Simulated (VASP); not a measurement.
Input of a VASP 6.6.1 run:

Contents of POSCAR:

```
FeNi3
1.0
    3.5450000000      0.0000000000      0.0000000000
    0.0000000000      3.5450000000      0.0000000000
    0.0000000000      0.0000000000      3.5450000000
Fe Ni
1 3
Direct
    0.0000000000      0.0000000000      0.0000000000
    0.0000000000      0.5000000000      0.5000000000
    0.5000000000      0.0000000000      0.5000000000
    0.5000000000      0.5000000000      0.0000000000
```

File INCAR.step1:

```
PREC = Accurate
ENCUT = 520
ISMEAR = -1
SIGMA = 0.1
LREAL = F
LASPH = T
NELM = 150
ISPIN = 2
MAGMOM = 2.4 -1 1 -1
LMAXMIX = 4
NBANDS = 31
GGA = PE
ALGO = Normal
EDIFF = 1E-4
LWAVE = T
LCHARG = F
```

File INCAR.step2:

```
PREC = Accurate
ENCUT = 520
EDIFF = 1E-6
ISMEAR = -1
SIGMA = 0.1
LREAL = F
LASPH = T
NELM = 150
ALGO = Normal
ISIF = 2
LWAVE = F
LCHARG = T
ISPIN = 2
MAGMOM = 2.4 -1 1 -1
LORBIT = 11
LMAXMIX = 4
METAGGA = R2SCAN
LMIXTAU = T
LELF = T
LVHAR = T
NBANDS = 31
ISTART = 1
```

The input KPOINTS:

```
regular mesh
0
Gamma
  5 5 5
```

Potentials or basis: VASP PAW PBE potentials, release 64 (Fe, Ni).

Command:

```console
$ cat potpaw_PBE.64/Fe/POTCAR potpaw_PBE.64/Ni/POTCAR > POTCAR
$ cp INCAR.step1 INCAR
$ mpirun -np 1 vasp_std > vasp.out
$ cp INCAR.step2 INCAR
$ mpirun -np 1 vasp_std > vasp.out
```

Q: Predict the band gap on the k mesh.

A: None (metal or under the smearing width).

Q: Predict the net moment.

A: 4.92 μB per cell.
